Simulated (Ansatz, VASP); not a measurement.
# TaTeI: VASP beside Ansatz, part 2 of 2

One calculation is typed for both programs; each brings its own data sets and cutoff. How far apart do they land? The cell is invented: other elements were put on sites of a known structure type. It may not be a known or stable phase. The cell is taken from a series of VASP runs on this material, whose earlier steps may have relaxed, scaled or displaced it; both programs get it as it stands.

VASP 6.6.1 and Ansatz 0.2.0.

So far. Step 2 (VASP: band structure, PBE with D3(BJ), spin-orbit …): The run ends at a pressure of -0.02 GPa.

**3. Ansatz: band structure, PBE with D3(BJ), spin-orbit coupling**

Level of this step: Ansatz beside VASP: Kohn-Sham DFT, plane waves, PBE with D3(BJ), spin-orbit coupling (Ansatz).

Ansatz runs on its fully relativistic PAW (standard-fr) files.

The same cell, functional, mesh and smearing now go to Ansatz, which takes its cutoff from its data sets.

input.yaml

```yaml
crystal:
  lattice:
    - [5.1666381252, -2.0e-10, 0.0]
    - [-2.5833190681, 4.4744398746, 0.0]
    - [0.0, 0.0, 3.1925865917]
  atoms:
    - { symbol: Ta, position: [0.0, 0.0, 0.0] }
    - { symbol: Te, position: [0.66666667, 0.33333333, 0.5] }
    - { symbol: I, position: [0.33333333, 0.66666667, 0.5] }
hamiltonian:
  xc: pbe
  pseudopotentials: { kind: paw_fr }
  dispersion: d3bj
magnetization:
  noncollinear: true
  spin_orbit: true
kpoints:
  mp_grid: { grid: [4, 4, 6] }
  band_path:
    path:
      - [0.0, 0.0, 0.0]
      - [0.13333, 0.0, 0.0]
      - [0.3, 0.0, 0.0]
      - [0.46667, 0.0, 0.0]
      - [0.46667, 0.06667, 0.0]
      - [0.41111, 0.17778, 0.0]
      - [0.35556, 0.28889, 0.0]
      - [0.28889, 0.28889, 0.0]
      - [0.17778, 0.17778, 0.0]
      - [0.06667, 0.06667, 0.0]
      - [0.0, 0.0, 0.03333]
      - [0.0, 0.0, 0.2]
      - [0.0, 0.0, 0.36667]
      - [0.0, 0.0, 0.5]
      - [0.16667, 0.0, 0.5]
      - [0.3, 0.0, 0.5]
      - [0.46667, 0.0, 0.5]
      - [0.46667, 0.06667, 0.5]
      - [0.41111, 0.17778, 0.5]
      - [0.35556, 0.28889, 0.5]
      - [0.28889, 0.28889, 0.5]
      - [0.17778, 0.17778, 0.5]
      - [0.06667, 0.06667, 0.5]
      - [0.5, 0.0, 0.46667]
      - [0.5, 0.0, 0.3]
      - [0.5, 0.0, 0.13333]
      - [0.33333, 0.33333, 0.0]
      - [0.33333, 0.33333, 0.16667]
      - [0.33333, 0.33333, 0.33333]
      - [0.33333, 0.33333, 0.5]
    npoints: 1
scf:
  occupations: { method: gaussian, width: 0.05 }
  n_extra_bands: 14
output:
  forces: true
  stress: true
  eigenvalues: true
```

The run is started by

```sh
$ ansatz run input.yaml --threads 2 --pin off --max-ram 4608MiB --backend cpu --events-out ev --progress --plain --runs-dir out
```

Numbers of over 12 decimals in the logs are rounded to 6 here.

Output:

```text
Warning: the atoms were moved onto the symmetric positions of the space group found under crystal.symmetry.tolerance 1.0e-5 (fractional; no operation is sought that the atoms, as they stand in a round, miss by more than twice it, and no atom is moved by as much as it), and the run uses the moved positions. Before a round's move an operation carried an atom to 5.17e-8 Å from where it should land, the largest such dist [...]
scf.n_extra_bands = 14 over 46 filled bands (N_el = 46.0): the run solves 60 bands
Engine: ansatz 0.2.0, aarch64-unknown-linux-gnu
Pseudopotentials: kind: paw_fr
Pseudopotential: Ta, paw_fr, valence charge 13, recommended cutoff 420 eV (normal), Ta.paw.azcp#standard-fr
Pseudopotential: Te, paw_fr, valence charge 16, recommended cutoff 420 eV (normal), Te.paw.azcp#standard-fr
Pseudopotential: I, paw_fr, valence charge 17, recommended cutoff 420 eV (normal), I.paw.azcp#standard-fr
Functional definition: PBE
  parameter kappa = 0.804
  parameter beta = 0.066725
  exchange = pbe_x(kappa = kappa, mu = beta*pi^2/3)
  correlation = pbe_c(beta = beta)
non-collinear run that drives no moment, with spin-orbit: no starting moment large enough to seed its density (crystal.atoms[].spin), no starting occupations that ask for one, no magnetisation constraint and no magnetic field, so the semilocal B_xc is pinned to zero
Crystal: 3 atoms, lattice volume = 73.806 Å³
Basis set: ecut = 420 eV, 1421 PW (Γ), exchange–correlation on 72×72×48 points (8 copies of the dense FFT grid, shifted against one another)
Bands: 60, of which v1, the nominal top of the filled ones, is band 46 counted from 1 (45 counted from 0)
Symmetry: 12 space group operations + 12 with time reversal
Magnetic group: BNS 187.210 (UNI 1440), of the structure as read, at distance tolerance 4.2e-5 Å
k-points: 16 of 96 (time reversal used)
Projection manifold: j_resolved (fully-relativistic pseudo-atomic orbitals)
Non-local potential: Ta, projectors of the file, l = 0: 3, l = 1: 4, l = 2: 4, l = 3: 2
Non-local potential: Te, projectors of the file, l = 0: 2, l = 1: 4, l = 2: 4, l = 3: 4
Non-local potential: I, projectors of the file, l = 0: 2, l = 1: 4, l = 2: 4, l = 3: 4
PAW form: soft (Blöchl's): semilocal exchange-correlation on the pseudo side does not see the compensation charge
PAW one-centre angular grid: Ta, 590 points (default); XC on 64 Gauss nodes
PAW one-centre angular grid: Te, 590 points (default); XC on 64 Gauss nodes
PAW one-centre angular grid: I, 590 points (default); XC on 96 Gauss nodes
Initial density: superposition of atomic densities (chi_scale 0.1, normalization cell, long waves kept (reshape's long-wave potential 0.00 eV rms))
Initial wavefunctions: pseudopotential atomic-orbital guess
Functional: x = pbe(κ = 0.804, μ = 0.219515), c = pbe(β = 0.066725)
SCF iter   1: F=—  HF=-24456.866221 eV  |F-HF|=—  |Δ(HF+E_count)|=         —  Δρ=1.25e-1  dr2=4.26e1  dr2_m=0.00e0 (ungated)  ethr=3.10e-3  |M|=0.00e0 ∫|m|=0.00e0 μB  |m|>n=0.0e0 m-floor=0.0e0 τ_xc=0.0e0  β_m=0.30  ⟨swp⟩=7.5  Hψ=4863  notcnv=0  defer=12
preconditioner: auto → Resta (q_TF=auto, 2.522 Å⁻¹)  ε∞=7.0  [insulator: Δε(μ)=0.075 eV  Ē_g=7.500 eV  σ=0.050 eV  W_gap=0.65  n_scr=26 (ndim 8)  ℏωp=18.3 eV  f_vac=0.000  D(μ)=3.99/eV (n_scr^D=32)  ε∞_Penn≈7.0]
spin=Noncollinear: Resta preconditioning applied to the charge; magnetization (m_x, m_y, m_z) channels mix plain (no charge-response kernel on spin).
SCF iter   2: F=—  HF=-24451.807539 eV  |F-HF|=—  |Δ(HF+E_count)|=    5.06e0  Δρ=3.56e-2  dr2=2.98e0  dr2_m=0.00e0 (ungated)  ethr=3.10e-3  |M|=0.00e0 ∫|m|=0.00e0 μB  |m|>n=0.0e0 m-floor=0.0e0 τ_xc=0.0e0  β_m=0.34  ⟨swp⟩=3.6  Hψ=1708  notcnv=0  defer=106
preconditioner: auto → Kerker (q_TF=auto, 2.522 Å⁻¹)  [metal: Δε(μ)=0.059 eV  Ē_g=8.018 eV  σ=0.050 eV  W_gap=0.50  n_scr=26 (ndim 8)  ℏωp=18.3 eV  f_vac=0.000  D(μ)=2.67/eV (n_scr^D=26)]
spin=Noncollinear: Kerker preconditioning applied to the charge; magnetization (m_x, m_y, m_z) channels mix plain (no charge-response kernel on spin).
SCF iter   3: F=—  HF=-24451.302617 eV  |F-HF|=—  |Δ(HF+E_count)|=   5.05e-1  Δρ=2.17e-2  dr2=9.06e-1  dr2_m=0.00e0 (ungated)  ethr=3.10e-3  |M|=0.00e0 ∫|m|=0.00e0 μB  |m|>n=0.0e0 m-floor=0.0e0 τ_xc=0.0e0  β_m=0.59  ⟨swp⟩=2.2  Hψ=1221  notcnv=0  defer=110
SCF iter   4: F=—  HF=-24451.055784 eV  |F-HF|=—  |Δ(HF+E_count)|=   2.47e-1  Δρ=7.05e-3  dr2=6.41e-2  dr2_m=0.00e0 (ungated)  ethr=1.97e-3  |M|=0.00e0 ∫|m|=0.00e0 μB  |m|>n=0.0e0 m-floor=0.0e0 τ_xc=0.0e0  β_m=0.72  ⟨swp⟩=3.0  Hψ=1288  notcnv=0  defer=110
SCF iter   5: F=—  HF=-24451.050914 eV  |F-HF|=—  |Δ(HF+E_count)|=   4.87e-3  Δρ=1.93e-3  dr2=2.93e-3  dr2_m=0.00e0 (ungated)  ethr=1.39e-4  |M|=0.00e0 ∫|m|=0.00e0 μB  |m|>n=0.0e0 m-floor=0.0e0 τ_xc=0.0e0  β_m=0.86  ⟨swp⟩=2.4  Hψ=1236  notcnv=0  defer=107
SCF iter   6: F=—  HF=-24451.050898 eV  |F-HF|=—  |Δ(HF+E_count)|=   1.55e-5  Δρ=7.64e-4  dr2=1.15e-3  dr2_m=0.00e0 (ungated)  ethr=6.37e-6  |M|=0.00e0 ∫|m|=0.00e0 μB  |m|>n=0.0e0 m-floor=0.0e0 τ_xc=0.0e0  β_m=0.91  ⟨swp⟩=2.1  Hψ=1213  notcnv=0  defer=107
SCF iter   7: F=—  HF=-24451.050749 eV  |F-HF|=—  |Δ(HF+E_count)|=   1.50e-4  Δρ=2.40e-4  dr2=9.72e-5  dr2_m=0.00e0 (ungated)  ethr=2.51e-6  |M|=0.00e0 ∫|m|=0.00e0 μB  |m|>n=0.0e0 m-floor=0.0e0 τ_xc=0.0e0  β_m=0.96  ⟨swp⟩=1.9  Hψ=994  notcnv=0  defer=107
SCF iter   8: F=—  HF=-24451.050736 eV  |F-HF|=—  |Δ(HF+E_count)|=   1.27e-5  Δρ=6.54e-5  dr2=5.23e-6  dr2_m=0.00e0 (ungated)  ethr=2.11e-7  |M|=0.00e0 ∫|m|=0.00e0 μB  |m|>n=0.0e0 m-floor=0.0e0 τ_xc=0.0e0  β_m=0.98  ⟨swp⟩=1.9  Hψ=1125  notcnv=0  defer=107
SCF iter   9: F=—  HF=-24451.050735 eV  |F-HF|=—  |Δ(HF+E_count)|=   9.64e-7  Δρ=1.45e-5  dr2=3.67e-7  dr2_m=0.00e0 (ungated)  ethr=1.14e-8  |M|=0.00e0 ∫|m|=0.00e0 μB  |m|>n=0.0e0 m-floor=0.0e0 τ_xc=0.0e0  β_m=0.97  ⟨swp⟩=2.0  Hψ=1379  notcnv=0  defer=107
SCF iter  10: F=-24451.050735 eV  HF=-24451.050735 eV  |F-HF|=3.33e-9  |Δ(HF+E_count)|=   4.64e-8  Δρ=2.88e-6  dr2=6.21e-9  dr2_m=0.00e0 (ungated)  ethr=2.17e-10  |M|=0.00e0 ∫|m|=0.00e0 μB  |m|>n=0.0e0 m-floor=0.0e0 τ_xc=0.0e0  ⟨swp⟩=13.9  Hψ=5199  notcnv=0
SCF 1 converged in 10 iterations: F = -24451.050735 eV  dr2 = 6.21e-9
  greatest PAW one-centre occupation: 0.999 electrons in one spin orbital (limit 2), on the Ta atom at site 0 (counted from 0), in its partial waves of l = 0
NSCF: frozen V_eff on 30 k-points
SCF converged after 10 iterations
Magnetization: |M| = 0.0000 μB,  M = (+0.0000, +0.0000, +0.0000) μB
Absolute magnetization: 0.0000 μB (∫|m|)
  site 0: m = (+0.0000, +0.0000, +0.0000) μB, |m| = 0.0000 μB  (R = 1.32 Å)
  site 1: m = (+0.0000, +0.0000, +0.0000) μB, |m| = 0.0000 μB  (R = 1.23 Å)
  site 2: m = (+0.0000, +0.0000, +0.0000) μB, |m| = 0.0000 μB  (R = 1.23 Å)
Free energy (F): -24451.050735 eV
Harris-Foulkes:  -24451.050735 eV  (|F-HF|=3.33e-9)
Internal energy: -24451.045573 eV  (E = F + TS)
E sigma→0 (E₀):  -24451.048154 eV
Entropy (-TS):   -0.005162 eV (-1.721 meV/atom)
Fermi energy:    14.527056 eV
--- Per-component energies (eV) ---
  E_band       = -633.989770
  E_kinetic    = 735.624193
  E_local      = -3098.463091  (includes V_loc(G=0)·N_el)
  E_nonlocal   = -390.890409
  E_hartree    = 1729.706498
  E_xc         = -470.683806
  E_vxc        = -436.747839  (∫ρ·V_xc dr)
  E_paw        = -17897.279279  (= ΣΔE_a)
  E_vpaw       = -902.921146  (= ΣTr[D̂ρ^β])
  E_aug_tail   = -0.000075  (compensation charges beyond the density's cutoff)
  E_ewald      = -5057.460213
  E_disp       = -1.599391  (pairwise vdW)
  E_smearing   = -0.005162  (= −TS)
  E_closure    = -0.000000  (closes the sum)
  Σ components = -24451.050735   (vs F -24451.050735, Δ=0.00e0)
--- Forces (eV/Å), atoms counted from 1 ---
  atom   1  Ta    -0.00000000     0.00000000     0.00000000
  atom   2  Te    -0.00000000    -0.00000000    -0.00000000
  atom   3  I      0.00000000    -0.00000000     0.00000000
  max |Σ_I F_I| component: 4.15e-17 eV/Å
--- Stress (GPa, compression-positive) ---
        0.986848       0.000000      -0.000000
        0.000000       0.986848      -0.000000
       -0.000000      -0.000000      -1.706450
  P = ⅓ Tr σ = 0.0891 GPa (0.891 kbar)
--- Band table (eV; the first three rows and the last of 16) ---
  k-point 0: bands = [... 42 lower, 13.4494, 13.4494, 14.6478, 14.6478, 15.5586, 15.5586, 15.8061, 15.8061, ... 10 higher]
  k-point 1: bands = [... 42 lower, 12.2363, 12.2363, 14.5614, 14.5614, 15.2135, 15.3391, 15.5663, 15.5663, ... 10 higher]
  k-point 2: bands = [... 42 lower, 11.6833, 11.6833, 14.1816, 14.2445, 14.4889, 14.4889, 14.5190, 14.5190, ... 10 higher]
  k-point 15: bands = [... 42 lower, 12.9638, 12.9675, 14.3429, 14.3777, 14.6127, 14.6748, 14.9523, 15.0200, ... 10 higher]
```

Wall time 27 s (2 threads of Arm Neoverse V2, shared host); peak memory 0.66 GiB; 52 s of CPU time.

In the SCF lines HF is the Harris–Foulkes energy and dr2 the Hartree energy of the density residual, in eV; the loop may stop once dr2 is under the threshold and the program's other checks hold. Hψ counts applications of the Hamiltonian.

**4. Differences**

Known differences besides the potentials themselves: spin-orbit coupling enters by fully relativistic files in Ansatz and inside the spheres in VASP; the data sets hold 46 valence electrons in Ansatz (fully relativistic PAW (standard-fr) files) and 24 in VASP; the cutoff is 420 eV in Ansatz and 400 eV in VASP. Total energies have different zeros and are not compared.

The two programs side by side:

| quantity | Ansatz | VASP | difference |
| --- | --- | --- | --- |
| pressure (GPa) | 0.09 | -0.02 | +0.11 |

Levels from 3 eV below to 2 eV above the Fermi level differ by 11 meV r.m.s. and 40 meV at most; each VASP level is matched to the nearest of Ansatz, which flatters the figure a little. Ansatz's pressure holds a Pulay correction of 0.03 GPa; VASP's holds none.

**5. Outcome**

```json
{
 "r.m.s. difference of levels near the Fermi level (band structure, PBE with D3(BJ), spin-orbit coupling)": "11 meV"
}
```

In words: The r.m.s. difference of levels near the Fermi level is 11 meV (band structure, PBE with D3(BJ), spin-orbit coupling), within the 80 meV picked in this series as the mark of a large difference. 1 further run of this series is not shown here. How closely two codes agree says nothing of how well the functional describes the real material.

[Lines on the potential files, build, host, timing and source positions are cut from VASP's logs without a mark.]

[Logs are printed without paths, hosts, clocks, repeated set-up lines and the standing remarks that a program may print on its own settings, such as how far it seeks lower states.]

[Hosts, paths, dates, database ids (printed as entryN), source tags and the programs' standing remarks are cut or masked in the printed files.]
